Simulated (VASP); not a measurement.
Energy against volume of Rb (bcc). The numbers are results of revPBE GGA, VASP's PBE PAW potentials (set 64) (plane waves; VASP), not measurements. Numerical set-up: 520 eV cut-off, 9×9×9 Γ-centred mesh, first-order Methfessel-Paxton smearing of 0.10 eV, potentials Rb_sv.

```
V (Å³/atom)  E (eV/atom)
-----------  -----------
93.208          -0.83338
96.183          -0.83557
99.157          -0.83622
102.132         -0.83554
```

Fit these four points and predict the energy of the run at 105.107 Å³/atom.

A cubic in V^(−2/3), the third-order Birch-Murnaghan form, passes through the four points with V0 = 99.05 Å³/atom and B0 = 2 GPa, and gives -0.8337 eV/atom there. The run gave -0.8337 eV/atom, -0.0 meV/atom from the fit; all five points give B0 = 2 GPa.

The compound is Rb in the bcc structure. It was relaxed first, which changed the volume by +10 %.
